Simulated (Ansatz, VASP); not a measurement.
# Cross-check of SbRu16 between VASP and Ansatz, part 2 of 2

Aim: how closely do two programs agree when they are given the same cell, functional and k mesh? The cell is taken from a series of runs on this material, whose earlier steps may have relaxed, scaled, displaced or heated it; both programs get it as it stands.

VASP 6.6.1 and Ansatz 0.2.0.

So far: Set-up; VASP: single point, PBE.

## (3) Ansatz: single point, PBE

Level of this step: Ansatz beside VASP: Kohn-Sham DFT, plane waves, PBE (Ansatz).

Ansatz runs on its PAW soft_1 files.

The same cell, functional, mesh and smearing now go to Ansatz, which takes its cutoff from its data sets.

Contents of input.yaml:

```yaml
crystal:
  lattice:
    - [5.44, 0.0, 0.0]
    - [2.72, 4.7111781966, 0.0]
    - [0.0, 0.0, 23.17]
  atoms:
    - { symbol: Sb, position: [0.3334717632, 0.3333314363, 0.6899245482] }
    - { symbol: Ru, position: [5.0482e-06, -2.3e-08, 0.5980261659] }
    - { symbol: Ru, position: [0.5081332205, -0.0162625475, 0.5996797715] }
    - { symbol: Ru, position: [-0.0162067613, 0.5081042498, 0.5996827356] }
    - { symbol: Ru, position: [0.5081588824, 0.5081567161, 0.5996770163] }
    - { symbol: Ru, position: [0.8331483173, 0.3337104289, 0.5081923017] }
    - { symbol: Ru, position: [0.3333320951, 0.3333335207, 0.5088969519] }
    - { symbol: Ru, position: [0.833148018, 0.8331444644, 0.508195579] }
    - { symbol: Ru, position: [0.3337132501, 0.833145135, 0.508188833] }
    - { symbol: Ru, position: [0.0, 0.0, 0.416055244] }
    - { symbol: Ru, position: [0.5, 0.0, 0.416055244] }
    - { symbol: Ru, position: [0.0, 0.5, 0.416055244] }
    - { symbol: Ru, position: [0.5, 0.5, 0.416055244] }
    - { symbol: Ru, position: [0.833333333, 0.333333333, 0.323694432] }
    - { symbol: Ru, position: [0.333333333, 0.333333333, 0.323694432] }
    - { symbol: Ru, position: [0.833333333, 0.833333333, 0.323694432] }
    - { symbol: Ru, position: [0.333333333, 0.833333333, 0.323694432] }
kpoints:
  mp_grid: { grid: [12, 12, 1] }
scf:
  occupations: { method: fermi_dirac, width: 0.05 }
  n_extra_bands: 17
hamiltonian:
  xc: pbe
  pseudopotentials: { kind: paw, azcp: { folder: soft_1 } }
output:
  forces: true
  write_potential: true
  volumetric_format: []
  dos:
    projected:
      site_lists:
        adsorbate: [0]
        layer_1: [1, 2, 3, 4]
        layer_2: [5, 6, 7, 8]
        layer_3: [9, 10, 11, 12]
        other_layers: [13, 14, 15, 16]
    de: 0.05
    e_range: [-30, 12]
    method: { smearing: { sigma: 0.15, scheme: gaussian } }
  eigenstates:
    kpoints:
      - [0.33333333, -0.33333333, 0.0]
      - [0.25, -0.375, 0.0]
      - [0.16666667, -0.41666667, 0.0]
      - [0.08333333, -0.45833333, 0.0]
      - [0.0, 0.5, 0.0]
      - [-0.08333333, 0.45833333, 0.0]
      - [-0.16666667, 0.41666667, 0.0]
      - [-0.25, 0.375, 0.0]
      - [-0.33333333, 0.33333333, 0.0]
      - [-0.41666667, 0.29166667, 0.0]
      - [0.5, 0.25, 0.0]
      - [0.41666667, 0.20833333, 0.0]
      - [0.33333333, 0.16666667, 0.0]
      - [0.25, 0.125, 0.0]
      - [0.16666667, 0.08333333, 0.0]
      - [0.08333333, 0.04166667, 0.0]
      - [0.0, 0.0, 0.0]
      - [0.07142857, 0.0, 0.0]
      - [0.14285714, 0.0, 0.0]
      - [0.21428571, 0.0, 0.0]
      - [0.28571429, 0.0, 0.0]
      - [0.35714286, 0.0, 0.0]
      - [0.42857143, 0.0, 0.0]
      - [0.5, 0.0, 0.0]
      - [-0.42857143, 0.0, 0.0]
      - [-0.35714286, 0.0, 0.0]
      - [-0.28571429, 0.0, 0.0]
      - [-0.21428571, 0.0, 0.0]
      - [-0.14285714, 0.0, 0.0]
      - [-0.07142857, 0.0, 0.0]
      - [0.04166667, 0.08333333, 0.0]
      - [0.08333333, 0.16666667, 0.0]
      - [0.125, 0.25, 0.0]
      - [0.16666667, 0.33333333, 0.0]
      - [0.20833333, 0.41666667, 0.0]
      - [0.25, 0.5, 0.0]
      - [0.29166667, -0.41666667, 0.0]
    e_range: [-8.0, 4.0]
    unfold:
      supercell_matrix: [[2, 0, 0], [0, 2, 0], [0, 0, 1]]
      layers:
        axis: 3
        edges: [0.151057, 0.439087, 0.439187, 0.560337, 0.560437, 0.862561]
efield:
  axis: 3
  dipole_correction: true
```

The run is started by

```sh
> ansatz run input.yaml --threads 8 --pin off --max-ram 40960MiB --backend cuda --events-out ev --progress --plain --runs-dir out
```

Numbers of over 12 decimals in the logs are rounded to 6 here.

What it wrote:

```text
scf.n_extra_bands = 17 over 136 filled bands (N_el = 271.0): the run solves 153 bands
Engine: ansatz 0.2.0, aarch64-unknown-linux-gnu
Pseudopotentials: kind: paw
Pseudopotential: Sb, paw, valence charge 15, recommended cutoff 420 eV (normal), soft_1/Sb.paw.azcp
Pseudopotential: Ru, paw, valence charge 16, recommended cutoff 420 eV (normal), soft_1/Ru.paw.azcp
Functional definition: PBE
  parameter kappa = 0.804
  parameter beta = 0.066725
  exchange = pbe_x(kappa = kappa, mu = beta*pi^2/3)
  correlation = pbe_c(beta = beta)
[...]
Crystal: 17 atoms, lattice volume = 593.820 Å³
Basis set: ecut = 420 eV, 11531 PW (Γ), exchange–correlation on 80×80×320 points (8 copies of the dense FFT grid, shifted against one another)
Bands: 153, of which v1, the nominal top of the filled ones, is band 136 counted from 1 (135 counted from 0)
Symmetry: 1 space group operations
Space group: P1 (ITA 1), of the structure as read, at distance tolerance 8.4e-5 Å
k-points: 74 of 144 (time reversal used)
Non-local potential: Sb, projectors of the file, l = 0: 2, l = 1: 2, l = 2: 2, l = 3: 1
Non-local potential: Ru, projectors of the file, l = 0: 3, l = 1: 2, l = 2: 2, l = 3: 1
PAW form: soft (Blöchl's): semilocal exchange-correlation on the pseudo side does not see the compensation charge
PAW one-centre angular grid: Sb, 590 points (default); XC on 64 Gauss nodes
PAW one-centre angular grid: Ru, 590 points (default); XC on 64 Gauss nodes
Initial density: superposition of atomic densities (neutral atoms: chi_scale 0, normalization atom)
Initial wavefunctions: pseudopotential atomic-orbital guess
[...]
Functional: x = pbe(κ = 0.804, μ = 0.219515), c = pbe(β = 0.066725)
SCF iter   1: F=—  HF=-100547.798525 eV  |F-HF|=—  |Δ(HF+E_count)|=         —  Δρ=7.12e-2  dr2=4.28e1  ethr=3.10e-3  p=-0.000 e·Å  D=-6.68e-7 V/Å  ΔV_dip=0.00 eV  dr2_dipole=1.01e0  V_vac-E_F(+/−)=5.90/5.90 eV  ⟨swp⟩=7.4  Hψ=45993  notcnv=0
efield: sawtooth ramp at fractional position 0.9568 (placed from the atoms, in the widest stretch of the axis that holds none; the zero of the levels goes with the place), width 0.1000; the density the first Hamiltonian is built on has a dipole p = -0.000 e·Å; the dipole correction subtracts the counter field D = -6.68e-7 V/Å, which shifts the + side's vacuum level by +0.00 eV against the − side's; the planar-averaged density in the ramp window peaks in size at 2.9e-6 e/Å³
preconditioner: auto → LDOS  [metal: Δε(μ)=0.006 eV  Ē_g=4.307 eV  σ=0.050 eV  W_gap=0.03  n_scr=136 (ndim 8)  ℏωp=17.6 eV  f_vac=0.521  D(μ)=16.72/eV (n_scr^D=94)  β→1.0]
SCF iter   2: F=—  HF=-100548.763766 eV  |F-HF|=—  |Δ(HF+E_count)|=   9.65e-1  Δρ=7.39e-2  dr2=3.74e1  ethr=3.10e-3  p=0.085 e·Å  D=2.60e-2 V/Å  ΔV_dip=-0.60 eV  dr2_dipole=4.55e-2  V_vac-E_F(+/−)=4.63/5.23 eV  ⟨swp⟩=3.9  Hψ=31540  notcnv=0  defer=20
SCF iter   3: F=—  HF=-100537.606874 eV  |F-HF|=—  |Δ(HF+E_count)|=    1.12e1  Δρ=5.91e-3  dr2=5.28e-1  ethr=3.10e-3  p=0.078 e·Å  D=2.38e-2 V/Å  ΔV_dip=-0.55 eV  dr2_dipole=1.22e-1  V_vac-E_F(+/−)=4.81/5.36 eV  ⟨swp⟩=3.1  Hψ=27218  notcnv=0
SCF iter   4: F=—  HF=-100537.548307 eV  |F-HF|=—  |Δ(HF+E_count)|=   5.86e-2  Δρ=2.90e-3  dr2=1.41e-1  ethr=1.95e-4  p=0.068 e·Å  D=2.06e-2 V/Å  ΔV_dip=-0.48 eV  dr2_dipole=1.31e-2  V_vac-E_F(+/−)=4.73/5.21 eV  ⟨swp⟩=3.0  Hψ=25457  notcnv=0  defer=4
SCF iter   5: F=—  HF=-100537.526243 eV  |F-HF|=—  |Δ(HF+E_count)|=   2.21e-2  Δρ=9.97e-4  dr2=9.61e-3  ethr=5.21e-5  p=0.068 e·Å  D=2.06e-2 V/Å  ΔV_dip=-0.48 eV  dr2_dipole=2.57e-3  V_vac-E_F(+/−)=4.68/5.16 eV  ⟨swp⟩=2.2  Hψ=18182  notcnv=0  defer=4
SCF iter   6: F=—  HF=-100537.527514 eV  |F-HF|=—  |Δ(HF+E_count)|=   1.27e-3  Δρ=3.14e-4  dr2=1.12e-3  ethr=3.54e-6  p=0.064 e·Å  D=1.94e-2 V/Å  ΔV_dip=-0.45 eV  dr2_dipole=3.73e-4  V_vac-E_F(+/−)=4.67/5.12 eV  ⟨swp⟩=3.3  Hψ=22357  notcnv=0  defer=4
[...]
SCF iter   9: F=—  HF=-100537.526714 eV  |F-HF|=—  |Δ(HF+E_count)|=   3.07e-6  Δρ=1.51e-5  dr2=3.09e-6  ethr=6.16e-9  p=0.059 e·Å  D=1.81e-2 V/Å  ΔV_dip=-0.42 eV  dr2_dipole=4.25e-8  V_vac-E_F(+/−)=4.67/5.09 eV  ⟨swp⟩=2.4  Hψ=18081  notcnv=0  defer=4
[...]
SCF 1 converged in 11 iterations: F = -100537.526716 eV  dr2 = 3.34e-8
[...]
SCF converged after 11 iterations
[...]
k-point 1: bands = ["-66.9798", "-66.8796", "-66.8564", "-66.8418", "-66.8402", "-66.8016", "-66.8003", "-66.7998", "-66.5793", "-66.4908", "-66.4792", "-66.4778", "-66.4774", "-66.3896", "-66.3869", "-66.3861", "-37.3531", "-37.3270", "-37.3241", "-37.3161", "-37.2792", "-37.2780", "-37.2746", "-37.0426", "-37.0079", "-37.0068", "-36.9575", "-36.9293", "-36.9278", "-36.8872", "-36.7721", "-36.7654", "-36.7450", "- [...]
  k-point 2: bands = ["-66.9737", "-66.8763", "-66.8594", "-66.8454", "-66.8402", "-66.8047", "-66.8003", "-66.7998", "-66.5751", "-66.4942", "-66.4786", "-66.4774", "-66.4745", "-66.3936", "-66.3876", "-66.3861", "-37.3340", "-37.3082", "-37.3031", "-37.2933", "-37.2625", "-37.2595", "-37.2496", "-37.0289", "-37.0044", "-36.9998", "-36.9463", "-36.9199", "-36.9128", "-36.8875", "-36.7912", "-36.7763", "-36.7420", "- [...]
  k-point 73: bands = ["-66.9249", "-66.9111", "-66.8539", "-66.8404", "-66.8364", "-66.8338", "-66.8002", "-66.8000", "-66.5480", "-66.5200", "-66.4801", "-66.4773", "-66.4350", "-66.4332", "-66.3878", "-66.3861", "-37.2279", "-37.2094", "-37.2057", "-37.1967", "-37.1715", "-37.1673", "-37.0456", "-37.0376", "-37.0247", "-37.0019", "-36.8887", "-36.8698", "-36.8503", "-36.8482", "-36.8384", "-36.8272", "-36.8223", " [...]
```

In the SCF lines HF is the Harris–Foulkes energy and dr2 the Hartree energy of the density residual, in eV; the loop may stop once dr2 is under the threshold and the program's other checks hold. Hψ counts applications of the Hamiltonian.

## (4) Differences

Known differences besides the potentials themselves: the data sets hold 271 valence electrons in Ansatz (on its PAW soft_1 files) and 229 in VASP; the cutoff is 420 eV in Ansatz and 400 eV in VASP. Total energies have different zeros and are not compared.

The two programs side by side:

| quantity | Ansatz | VASP | difference |
| --- | --- | --- | --- |
| work function, lower of the two faces (eV) | 4.67 | 4.67 | 0.00 |
| work function, higher of the two faces (eV) | 5.08 | 5.08 | 0.00 |

Forces on 10 of the 17 atoms, those with the largest forces and the largest differences (eV/Å; atoms numbered as in POSCAR):

| atom | Ansatz x, y, z | VASP x, y, z |
| --- | --- | --- |
| Sb1 | -0.001, 0.000, 0.009 | -0.001, 0.000, -0.015 |
| Ru3 | 0.000, 0.033, -0.055 | 0.000, 0.045, -0.040 |
| Ru5 | -0.029, -0.017, -0.055 | -0.040, -0.023, -0.040 |
| Ru10 | 0.000, 0.000, -1.044 | 0.000, 0.000, -1.045 |
| Ru12 | 0.067, -0.038, -0.483 | 0.067, -0.039, -0.486 |
| Ru13 | -0.067, -0.039, -0.483 | -0.067, -0.039, -0.486 |
| Ru14 | 0.000, -0.050, 0.626 | 0.000, -0.050, 0.620 |
| Ru15 | 0.000, 0.000, 0.582 | 0.000, 0.000, 0.576 |
| Ru16 | 0.043, 0.025, 0.626 | 0.043, 0.025, 0.620 |
| Ru17 | -0.043, 0.025, 0.626 | -0.043, 0.025, 0.620 |

The forces differ by 6.5 meV/Å r.m.s., which is 2.5 % of the r.m.s. force of 0.256 eV/Å (both taken over all components). Where the cell holds vacuum, a pressure given here is an average over it and none of the material.

## (5) Results

```yaml
r_m_s_force_difference_single_point_pbe: 2.5 % of the r.m.s. force
```

The r.m.s. force difference is 2.5 % of the r.m.s. force (single point, PBE), within the 3 % picked in this series as the mark of a large difference. The data sets hold unlike numbers of valence electrons (271 in Ansatz and 229 in VASP), so part of the differences may come from the potentials. Such differences can come from data sets, numerical settings and the points named under the comparisons, not from the functional's error against experiment.

[Lines on the potential files, build, host, timing and source positions are cut from VASP's logs without a mark.]

[Logs are printed without paths, hosts, clocks, repeated set-up lines and the standing remarks that a program may print on its own settings, such as how far it seeks lower states.]

[Hosts, paths, dates, database ids (printed as entryN), source tags and the programs' standing remarks are cut or masked in the printed files.]
